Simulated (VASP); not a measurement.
# Al2Cu (Khatyrkite): structure and properties in VASP, part 3 of 5

What structure does Al2Cu (Khatyrkite) take at this level, and what are its properties? Left out of this account: 1 further run (bands with LDA: it shows nothing beyond the runs told). The start is a cell from a database of measured crystal structures.

VASP 6.6.1; LDA; plane waves and PAW (Al, Cu).

So far. Step 3 (Second relaxation): It ends with a largest force of 0.004 eV/Å and a pressure of -0.06 GPa. The volume moved by under 0.01 %: the run met its threshold at the first step. Step 4 (Density, ELF and potential (LDA)): In this run the pressure is -0.01 GPa, small enough to go on.

## (5) Band structure (LDA)

The mesh alone shows little of the dispersion and can miss band extrema, so KPOINTS_OPT adds a path through the symmetry points after the self-consistent cycle.

INCAR

```
SYSTEM = Al2Cu
PREC = Accurate
ENCUT = 400
EDIFF = 1E-06
NELM = 100
ISMEAR = 1
SIGMA = 0.2
LREAL = .FALSE.
ALGO = Normal
GGA = CA
NBANDS = 33
LASPH = .TRUE.
LORBIT = 11
LWAVE = .FALSE.
LCHARG = .FALSE.
KPAR = 4
```

POSCAR

```
Al2Cu
1.0
   -2.9563246925      2.9563246925      2.4105085548
    2.9563246925     -2.9563246925      2.4105085548
    2.9563246925      2.9563246925     -2.4105085548
Al Cu
4 2
Direct
    0.6599107228      0.1599107228      0.8198214456
    0.1599107228      0.3400892772      0.5000000000
    0.3400892772      0.8400892772      0.1801785544
    0.8400892772      0.6599107228      0.5000000000
    0.2500000000      0.2500000000      0.0000000000
    0.7500000000      0.7500000000      0.0000000000
```

KPOINTS

```
Automatic mesh
0
Gamma
6 6 6
0 0 0
```

KPOINTS_OPT

```
Line mode
16
Line-mode
Reciprocal
  0.00000000   0.00000000   0.00000000 GAMMA
  0.00000000   0.00000000   0.50000000 X

  0.00000000   0.00000000   0.50000000 X
 -0.50000000   0.50000000   0.50000000 M

 -0.50000000   0.50000000   0.50000000 M
  0.00000000   0.00000000   0.00000000 GAMMA

  0.00000000   0.00000000   0.00000000 GAMMA
  0.41620845   0.41620845  -0.41620845 Z

  0.41620845   0.41620845  -0.41620845 Z
  0.25000000   0.25000000   0.25000000 P

  0.25000000   0.25000000   0.25000000 P
  0.00000000   0.50000000   0.00000000 N

  0.00000000   0.50000000   0.00000000 N
 -0.41620845   0.58379155   0.41620845 Z1

 -0.41620845   0.58379155   0.41620845 Z1
 -0.50000000   0.50000000   0.50000000 M

  0.00000000   0.00000000   0.50000000 X
  0.25000000   0.25000000   0.25000000 P
```

The projector-augmented-wave data sets are Al and Cu (LDA family, release 64).

The run is started by

```bash
$ mpirun -np 4 vasp_std
```

The program printed:

```text
[... set-up lines as in an earlier step ...]
 entering main loop
       N       E                     dE             d eps       ncg     rms          rms(c)
DAV:   1     0.173534425448E+03    0.17353E+03   -0.10975E+04  1996   0.966E+02
DAV:   2    -0.182847117930E+02   -0.19182E+03   -0.17257E+03  2069   0.225E+02
DAV:   3    -0.318562480149E+02   -0.13572E+02   -0.12730E+02  2527   0.722E+01
DAV:   4    -0.322394613549E+02   -0.38321E+00   -0.38213E+00  2967   0.116E+01
DAV:   5    -0.322440758716E+02   -0.46145E-02   -0.46141E-02  2760   0.123E+00    0.214E+01
DAV:   6    -0.372192940619E+02   -0.49752E+01   -0.80271E+01  2487   0.219E+02    0.177E+01
DAV:   7    -0.277991950712E+02    0.94201E+01   -0.22765E+01  2595   0.902E+01    0.391E+00
DAV:   8    -0.273933143971E+02    0.40588E+00   -0.24188E+00  3094   0.317E+01    0.188E+00
DAV:   9    -0.273539127839E+02    0.39402E-01   -0.26783E-01  3198   0.769E+00    0.310E-01
DAV:  10    -0.273564649500E+02   -0.25522E-02   -0.10678E-02  3118   0.231E+00    0.422E-01
DAV:  11    -0.273527165087E+02    0.37484E-02   -0.77977E-03  2749   0.237E+00    0.400E-02
DAV:  12    -0.273527650938E+02   -0.48585E-04   -0.61043E-04  3047   0.204E-01    0.948E-03
DAV:  13    -0.273527699860E+02   -0.48922E-05   -0.19679E-05  2718   0.921E-02    0.166E-02
DAV:  14    -0.273527645448E+02    0.54412E-05   -0.11275E-05  2655   0.900E-02    0.156E-03
DAV:  15    -0.273527645936E+02   -0.48883E-07   -0.61046E-07  1353   0.581E-03
   1 F= -.27352765E+02 E0= -.27352193E+02  d E =-.171483E-02
 Start KPOINTS_OPT (optional k-point list driver)
k-point batch [1-30\144]
       N       E                     dE             ncg
DAV:   1     0.104064521635E+05   -0.64442E+04     1996
DAV:   2     0.465438375468E+04   -0.57521E+04     2045
DAV:   3     0.421324585636E+04   -0.44114E+03     2450
DAV:   4     0.420083481430E+04   -0.12411E+02     2656
DAV:   5     0.420044920717E+04   -0.38561E+00     2704
DAV:   6     0.420043566367E+04   -0.13543E-01     2888
DAV:   7     0.420043556050E+04   -0.10317E-03     2672
DAV:   8     0.420043555968E+04   -0.82322E-06     1728
[...]
k-point batch [121-144\144]
       N       E                     dE             ncg
DAV:   1     0.141229616409E+05   -0.11940E+05     1608
DAV:   2     0.942081190231E+04   -0.47021E+04     1659
DAV:   3     0.905073345786E+04   -0.37008E+03     1929
DAV:   4     0.904052101425E+04   -0.10212E+02     2189
DAV:   5     0.904021639538E+04   -0.30462E+00     2087
DAV:   6     0.904020428537E+04   -0.12110E-01     2352
DAV:   7     0.904020405519E+04   -0.23018E-03     2152
DAV:   8     0.904020405429E+04   -0.90432E-06     1464
```

Elapsed: 42 s, on 4 MPI ranks of Intel Xeon Platinum 8259CL at 2.50GHz (Skylake/Cascade Lake), shared host; peak memory 0.82 GiB; 2.4 min of CPU time.

Parts of OUTCAR (step 5):

```text
   k-points           NKPTS =     30   k-points in BZ     NKDIM =     30   number of bands    NBANDS=     33

   NELECT =      34.0000    total number of electrons

 E-fermi :   8.3128

 k-point     1 :       0.0000    0.0000    0.0000
  band No.  band energies     occupation
    ...
     15       6.8592      2.00000
     16       7.0909      2.00000
     17       7.0909      2.00000
     18       7.5621      2.00000
     19       8.2064      1.77397
     20       8.5256     -0.06116
     21       9.9431     -0.00000
     22       9.9431     -0.00000
     23      10.0042     -0.00000
     24      13.9924      0.00000
    ...

  Total       -0.0283742     -0.0283742     -0.0054661      0.0000000     -0.0000000      0.0000000
  in kB       -0.5394627     -0.5394627     -0.1039236      0.0000000     -0.0000000      0.0000000
  external PRESSURE =      -0.3942830 kB  Pullay stress =       0.0000000 kB

 POSITION                                       TOTAL-FORCE (eV/Angst)
 -----------------------------------------------------------------------------------
      0.94550      3.90182      0.00000         0.002935      0.002935      0.000000
      2.01083      0.94550      0.00000        -0.002935      0.002935     -0.000000
      2.01083     -0.94550      2.41051        -0.002935     -0.002935     -0.000000
      0.94550      2.01083      2.41051         0.002935     -0.002935      0.000000
      0.00000      0.00000      1.20525         0.000000     -0.000000      0.000000
      0.00000      0.00000      3.61576         0.000000     -0.000000      0.000000
 -----------------------------------------------------------------------------------
    total drift:                               -0.000000     -0.000000     -0.000000

  FREE ENERGIE OF THE ION-ELECTRON SYSTEM (eV)
  ---------------------------------------------------
  free  energy   TOTEN  =       -27.3527645936 eV

  energy  without entropy=      -27.3510497661  energy(sigma->0) =      -27.35219298

[... 10 parts as in an earlier step ...]

[... 6 further parts left out ...]
```

Numbers from this step:

```
bands    : 33
pressure : -0.03943 GPa
```

Electronic bands along the path, in eV, zero at the Fermi level; # counts the bands kept:

```
          point    #13    #14    #15    #16    #17    #18    #19   #20
              Γ  -2.88  -1.82  -1.45  -1.22  -1.22  -0.75  -0.11  0.21
0.47 of the way  -2.36  -2.18  -2.18  -1.20  -0.87  -0.70   1.82  1.92
              X  -2.94  -2.85  -1.38  -1.19  -0.78  -0.67   1.06  1.52
0.47 of the way  -3.37  -3.36  -2.71  -2.09   0.23   0.55   3.75  3.95
              M  -3.40  -3.37  -3.37  -1.84   2.72   3.08   3.08  3.56
0.53 of the way  -3.36  -3.12  -1.99  -0.94  -0.09   0.33   1.53  2.15
              Γ  -2.88  -1.82  -1.45  -1.22  -1.22  -0.75  -0.11  0.21
0.47 of the way  -3.06  -3.06  -2.78  -1.34  -1.34  -1.11   0.06  5.13
              Z  -3.40  -3.40  -3.36  -1.15   1.77   1.99   1.99  2.37
0.53 of the way  -3.63  -2.79  -2.35  -2.13   1.07   1.09   1.49  4.58
              P  -3.89  -3.89   0.61   0.61   0.88   0.88   2.09  2.09
0.53 of the way  -3.64  -3.64  -1.25  -1.25   0.52   0.52   3.10  3.10
              N  -3.11  -3.11  -2.61  -2.61   0.39   0.39   4.33  4.33
0.47 of the way  -3.47  -3.33  -2.41  -1.43  -0.88   1.25   2.61  3.07
             Z1  -3.40  -3.40  -3.36  -1.15   1.77   1.99   1.99  2.37
0.47 of the way  -3.39  -3.38  -3.38  -1.66   2.37   2.66   2.66  3.00
              M  -3.40  -3.37  -3.37  -1.84   2.72   3.08   3.08  3.56
      jump to X  -2.94  -2.85  -1.38  -1.19  -0.78  -0.67   1.06  1.52
0.47 of the way  -3.55  -3.54  -0.74  -0.61   0.93   1.20   1.39  1.72
              P  -3.89  -3.89   0.61   0.61   0.88   0.88   2.09  2.09
```

Of the projections kept (Al, Cu), the largest for each band there; the rest of the weight can lie on other orbitals:

```
point      #13      #14      #15      #16      #17      #18      #19      #20
    Γ  Al 0.54  Cu 0.65  Cu 0.73  Al 0.61  Al 0.61  Cu 0.56  Al 0.69  Al 0.52
    X  Cu 0.56  Al 0.71  Cu 0.59  Al 0.58  Al 0.69  Cu 0.87  Al 0.51  Cu 0.73
    M  Cu 0.94  Cu 1.00  Cu 1.00  Cu 0.93  Cu 0.52  Cu 0.67  Cu 0.67  Al 0.60
    Γ  Al 0.54  Cu 0.65  Cu 0.73  Al 0.61  Al 0.61  Cu 0.56  Al 0.69  Al 0.52
    Z  Cu 0.99  Cu 0.99  Cu 0.93  Cu 0.79  Cu 0.56  Cu 0.59  Cu 0.59  Al 0.68
    P  Cu 0.97  Cu 0.97  Al 0.74  Al 0.74  Cu 0.71  Cu 0.71  Cu 0.58  Cu 0.58
```

There is no gap at this level.

Of the bands kept, 5 cross the Fermi level on this path.

## (6) Total and projected DOS (LDA)

A density of states needs more k-points than a total energy; ISMEAR = -5 takes tetrahedra, and LORBIT projects the states on the PAW spheres. The mesh is finer than in the run before.

INCAR: that of step 5 with these lines changed.

```diff
@@ -5,3 +5,3 @@
 NELM = 100
-ISMEAR = 1
+ISMEAR = -5
 SIGMA = 0.2
@@ -16 +16,2 @@
 KPAR = 4
+NEDOS = 2001
```

POSCAR is that of step 5.

KPOINTS

```
Automatic mesh
0
Gamma
9 9 9
0 0 0
```

The run is started by

```bash
$ mpirun -np 4 vasp_std
```

The program printed:

```text
[... set-up lines as in an earlier step ...]
 entering main loop
       N       E                     dE             d eps       ncg     rms          rms(c)
DAV:   1     0.174854552864E+03    0.17485E+03   -0.11045E+04  4974   0.967E+02
DAV:   2    -0.181291660577E+02   -0.19298E+03   -0.17422E+03  5189   0.225E+02
DAV:   3    -0.318050433115E+02   -0.13676E+02   -0.12751E+02  6249   0.724E+01
DAV:   4    -0.321998283177E+02   -0.39479E+00   -0.39375E+00  7420   0.119E+01
DAV:   5    -0.322046731781E+02   -0.48449E-02   -0.48314E-02  6931   0.129E+00    0.216E+01
DAV:   6    -0.373341542304E+02   -0.51295E+01   -0.80155E+01  6204   0.222E+02    0.179E+01
DAV:   7    -0.277476984585E+02    0.95865E+01   -0.23213E+01  6446   0.905E+01    0.399E+00
DAV:   8    -0.273220752455E+02    0.42562E+00   -0.24566E+00  7736   0.326E+01    0.192E+00
DAV:   9    -0.272835010384E+02    0.38574E-01   -0.29544E-01  8003   0.827E+00    0.285E-01
DAV:  10    -0.272855904637E+02   -0.20894E-02   -0.11793E-02  7785   0.245E+00    0.391E-01
DAV:  11    -0.272826704802E+02    0.29200E-02   -0.72845E-03  6860   0.227E+00    0.507E-02
DAV:  12    -0.272826605667E+02    0.99135E-05   -0.52585E-04  7907   0.295E-01    0.147E-02
DAV:  13    -0.272826888334E+02   -0.28267E-04   -0.26102E-05  7787   0.907E-02    0.142E-02
DAV:  14    -0.272826733847E+02    0.15449E-04   -0.64535E-06  6019   0.646E-02    0.244E-03
DAV:  15    -0.272826725711E+02    0.81357E-06   -0.31966E-07  3436   0.118E-02
   1 F= -.27282673E+02 E0= -.27282673E+02  d E =0.000000E+00
 -----------------------------------------------------------------------------
|                                                                             |
|           W    W    AA    RRRRR   N    N  II  N    N   GGGG   !!!           |
|           W    W   A  A   R    R  NN   N  II  NN   N  G    G  !!!           |
|           W    W  A    A  R    R  N N  N  II  N N  N  G       !!!           |
|           W WW W  AAAAAA  RRRRR   N  N N  II  N  N N  G  GGG   !            |
|           WW  WW  A    A  R   R   N   NN  II  N   NN  G    G                |
|           W    W  A    A  R    R  N    N  II  N    N   GGGG   !!!           |
|                                                                             |
|     Tetrahedron method does not include variations of the Fermi             |
|     occupations, so forces and stress will be inaccurate. We suggest        |
|     using a different smearing scheme ISMEAR = 1 or 2 for metals in         |
|     relaxations.                                                            |
|                                                                             |
 -----------------------------------------------------------------------------
```

The job ended after 34 s (4 MPI ranks; peak memory 0.91 GiB).

From OUTCAR (step 6):

```text
   k-points           NKPTS =     75   k-points in BZ     NKDIM =     75   number of bands    NBANDS=     33

   NELECT =      34.0000    total number of electrons

 E-fermi :   8.4045

 k-point     1 :       0.0000    0.0000    0.0000
  band No.  band energies     occupation
    ...
     15       6.8645      2.00000
     16       7.0935      2.00000
     17       7.0935      2.00000
     18       7.5540      2.00000
     19       8.1981      1.50747
     20       8.5185      0.00000
     21       9.9403      0.00000
     22       9.9403      0.00000
     23      10.0063      0.00000
     24      13.9916      0.00000
    ...

  Total        0.4687326      0.4687326     -1.1167225      0.0000000      0.0000000      0.0000000
  in kB        8.9117462      8.9117462    -21.2316097      0.0000000      0.0000000      0.0000000
  external PRESSURE =      -1.1360391 kB  Pullay stress =       0.0000000 kB

 POSITION                                       TOTAL-FORCE (eV/Angst)
 -----------------------------------------------------------------------------------
      0.94550      3.90182      0.00000         0.013578      0.013578      0.000000
      2.01083      0.94550      0.00000        -0.013578      0.013578      0.000000
      2.01083     -0.94550      2.41051        -0.013578     -0.013578     -0.000000
      0.94550      2.01083      2.41051         0.013578     -0.013578      0.000000
      0.00000      0.00000      1.20525        -0.000000     -0.000000      0.000000
      0.00000      0.00000      3.61576        -0.000000     -0.000000      0.000000
 -----------------------------------------------------------------------------------
    total drift:                               -0.000000     -0.000000     -0.000000

  FREE ENERGIE OF THE ION-ELECTRON SYSTEM (eV)
  ---------------------------------------------------
  free  energy   TOTEN  =       -27.2826725711 eV

  energy  without entropy=      -27.2826725711  energy(sigma->0) =      -27.28267257

[... 7 parts as in an earlier step ...]

[... 9 further parts left out ...]
```

With tetrahedra the forces and stress of a metal are not exact derivatives of the energy.

Numbers from this step:

* irreducible k-points: 75
* free energy (TOTEN): -27.28 eV
* Fermi energy: 8.405 eV
* pressure: -0.1136 GPa
* DOS at the Fermi level: 2.254 states/eV/cell

The density of states has structure finer than the step of the table below, so its rows give means over 1 eV, whole bins alone (the curve runs from -12.0 to 6.59 eV). Peaks (eV: height): total -4.4: 20.8, -3.5: 12.6; Cu d -4.4: 17.6, -3.5: 11.0; Al p -4.4: 0.358, 2.6: 0.347, 4.7: 0.363, 5.6: 0.456; Cu p -4.2: 0.224, -3.2: 0.235, -2.2: 0.244, 2.6: 0.208; Al s -5.5: 0.365, -0.6: 0.219, 3.7: 0.265, 5.6: 0.269.

States under -12.0 eV and over 6.6 eV are left out. Density of states against energy, zero at the Fermi level; means over each step; values in states/eV/cell:

```
energy (eV)  total     Cu d     Al p     Cu p    Al s    Cu s
        -11  0.168        0  0.00117  0.00104  0.0350  0.0271
        -10  0.615  0.00176   0.0118  0.00988   0.120  0.0943
         -9  0.933  0.00947   0.0317   0.0250   0.163   0.138
         -8   1.09   0.0366   0.0494   0.0463   0.183   0.112
         -7   1.52    0.154   0.0810   0.0723   0.225   0.115
         -6   3.06     1.12    0.136    0.108   0.292   0.132
         -5   7.02     5.08    0.183   0.0916   0.145   0.157
         -4   10.7     8.80    0.178    0.184  0.0930  0.0903
         -3   3.42     1.98    0.171    0.167   0.114  0.0502
         -2   2.30    0.596    0.229    0.193   0.120  0.0495
         -1   2.07    0.326    0.257    0.169   0.126  0.0473
          0   2.02    0.269    0.251    0.163   0.149  0.0501
          1   1.59    0.181    0.207    0.126   0.106  0.0322
          2   1.99    0.246    0.203    0.101   0.155  0.0970
          3   2.67    0.264    0.297    0.170   0.215   0.103
          4   2.46    0.203    0.302    0.151   0.218  0.0777
          5   2.55    0.178    0.337    0.152   0.216  0.0812
          6   2.81    0.172    0.416    0.166   0.211  0.0795
```

The finer mesh and the other smearing move the Fermi level by +0.09 eV from the 6×6×6 run, one measure of the sampling error in the zero of the bands above. Of the states within 0.3 eV of the Fermi level, the largest shares in the PAW spheres are Cu d 13 %, Al p 12 % and Cu p 8 %. The rest lies in smaller channels or between the spheres.

## (7) Volume scan with LDA, volume scale 0.94

An equation of state needs energies on both sides of the minimum, all on one mesh and cutoff.

INCAR

```
SYSTEM = Al2Cu
PREC = Accurate
ENCUT = 400
EDIFF = 1E-06
NELM = 100
ISMEAR = 1
SIGMA = 0.2
LREAL = .FALSE.
ALGO = Normal
GGA = CA
NBANDS = 23
LASPH = .TRUE.
LORBIT = 11
LWAVE = .FALSE.
LCHARG = .FALSE.
KPAR = 4
ISIF = 2
```

POSCAR: that of step 6 with these lines changed.

```diff
@@ -2,5 +2,5 @@
 1.0
-   -2.9563246925      2.9563246925      2.4105085548
-    2.9563246925     -2.9563246925      2.4105085548
-    2.9563246925      2.9563246925     -2.4105085548
+   -2.8959746016      2.8959746016      2.3613006952
+    2.8959746016     -2.8959746016      2.3613006952
+    2.8959746016      2.8959746016     -2.3613006952
 Al Cu
```

KPOINTS

```
Automatic mesh
0
Gamma
6 6 6
0 0 0
```

The run is started by

```bash
$ mpirun -np 4 vasp_std
```

The program printed:

```text
[... set-up lines as in an earlier step ...]
 entering main loop
       N       E                     dE             d eps       ncg     rms          rms(c)
DAV:   1     0.171818455107E+03    0.17182E+03   -0.11857E+04  1380   0.142E+03
DAV:   2    -0.221234381531E+02   -0.19394E+03   -0.18501E+03  1380   0.293E+02
DAV:   3    -0.321463779464E+02   -0.10023E+02   -0.95275E+01  1870   0.908E+01
DAV:   4    -0.323877584797E+02   -0.24138E+00   -0.24109E+00  1995   0.122E+01
DAV:   5    -0.323915934414E+02   -0.38350E-02   -0.38345E-02  2047   0.152E+00    0.218E+01
DAV:   6    -0.367076189550E+02   -0.43160E+01   -0.13682E+02  1679   0.320E+02    0.176E+01
DAV:   7    -0.275983948347E+02    0.91092E+01   -0.32829E+01  1694   0.132E+02    0.378E+00
DAV:   8    -0.272551950138E+02    0.34320E+00   -0.34411E+00  2178   0.380E+01    0.139E+00
DAV:   9    -0.272261720550E+02    0.29023E-01   -0.16368E-01  1956   0.385E+00    0.520E-01
DAV:  10    -0.272260117893E+02    0.16027E-03   -0.80664E-03  2214   0.113E+00    0.443E-01
DAV:  11    -0.272219903714E+02    0.40214E-02   -0.10289E-02  2179   0.283E+00    0.808E-02
DAV:  12    -0.272219544954E+02    0.35876E-04   -0.14685E-03  2238   0.581E-01    0.146E-02
DAV:  13    -0.272219560084E+02   -0.15130E-05   -0.47775E-05  1652   0.479E-02    0.147E-02
DAV:  14    -0.272219535001E+02    0.25083E-05   -0.89213E-06  2207   0.748E-02    0.430E-03
DAV:  15    -0.272219534039E+02    0.96166E-07   -0.84408E-07   970   0.178E-02
   1 F= -.27221953E+02 E0= -.27220002E+02  d E =-.585565E-02
```

Run time: 11 s. Hardware: 4 MPI ranks; peak memory 0.65 GiB; 38 s of CPU time.

From OUTCAR (step 7):

```text
   ENCUT  =  400.0 eV  29.40 Ry    5.42 a.u.   7.71  7.71  7.71*2*pi/ulx,y,z

   NELECT =      34.0000    total number of electrons

 E-fermi :   9.1046

 k-point     1 :       0.0000    0.0000    0.0000
  band No.  band energies     occupation
    ...
     14       7.1474      2.00000
     15       7.4748      2.00000
     16       7.7074      2.00000
     17       7.7074      2.00000
     18       8.2297      2.00000
     19       9.1873      0.36218
     20       9.1984      0.29496
     21      10.8509     -0.00000
     22      10.8783     -0.00000
     23      10.8783     -0.00000

  Total        4.0132307      4.0132307      4.1820253      0.0000000     -0.0000000      0.0000000
  in kB       81.1715664     81.1715664     84.5856047      0.0000000     -0.0000000      0.0000000
  external PRESSURE =      82.3095791 kB  Pullay stress =       0.0000000 kB

 POSITION                                       TOTAL-FORCE (eV/Angst)
 -----------------------------------------------------------------------------------
      0.92619      3.82217     -0.00000        -0.033002     -0.033002     -0.000000
      1.96978      0.92619      0.00000         0.033002     -0.033002      0.000000
      1.96978     -0.92619      2.36130         0.033002      0.033002      0.000000
      0.92619      1.96978      2.36130        -0.033002      0.033002      0.000000
      0.00000      0.00000      1.18065        -0.000000      0.000000      0.000000
      0.00000      0.00000      3.54195         0.000000     -0.000000      0.000000
 -----------------------------------------------------------------------------------
    total drift:                               -0.000000     -0.000000     -0.000000

  FREE ENERGIE OF THE ION-ELECTRON SYSTEM (eV)
  ---------------------------------------------------
  free  energy   TOTEN  =       -27.2219534039 eV

  energy  without entropy=      -27.2160977589  energy(sigma->0) =      -27.22000152

[... 4 parts as in an earlier step ...]

[... 12 further parts left out ...]
```

The scan keeps the cell's shape and the fractional positions fixed.

This step gave:

```yaml
bands: 23
irreducible_k_points: 30
free_energy_toten: -27.22 eV
energy_at_zero_smearing: -27.22 eV
fermi_energy: 9.105 eV
pressure: 8.231 GPa
```

The pressure here is 8.23 GPa.

(Part 3 of 5 ends here.)

[Lines on the potential files, build, host, timing and source positions are cut from VASP's logs without a mark.]

[Logs are printed without paths, hosts, clocks, repeated set-up lines and the standing remarks that a program may print on its own settings, such as how far it seeks lower states.]

[Hosts, paths, dates, database ids (printed as entryN), source tags and the programs' standing remarks are cut or masked in the printed files.]

[A measured line is paired with the nearest computed mode of its activity, which favours agreement.]
